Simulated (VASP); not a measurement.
Here is the system:

```
Fe
1.0
   -1.39150     1.39150     1.39150
    1.39150    -1.39150     1.39150
    1.39150     1.39150    -1.39150
Fe
1
Cartesian
  0.00000   0.00000   0.00000
```
Starting moments (μB, in the order of the record's atoms Fe): 2.1.

Calculation: PBEsol GGA, VASP's PBE PAW potentials (set 64) (plane waves; VASP). Run with 480 eV cut-off, 16×16×16 Γ-centred mesh, first-order Methfessel-Paxton smearing of 0.10 eV, potentials Fe.

Energy and stress use the plane-wave basis of the starting cell.

### Question
The ions, cell shape and volume at an external pressure of 15.0 GPa are relaxed. What does this cell relax into?

### Answer

```
Fe
1.0
   -1.36562     1.36562     1.36562
    1.36562    -1.36562     1.36562
    1.36562     1.36562    -1.36562
Fe
1
Cartesian
  1.36562   1.36562   1.36562
```
Space group Im-3m (229), at a tolerance of 0.03 Å. The cell ends with 1.99 μB, on the sites 1.96 μB.

### Question
How do energy and volume change from the first to the last step?

### Answer
The energy (σ→0) changes by +27.3 meV/atom and the volume by -5.5 %, in 4 ionic steps.

The compound is Fe in the bcc structure. This run relaxes it under an external pressure of 15 GPa. Symmetry was kept, so distortions that lower it aren't found.
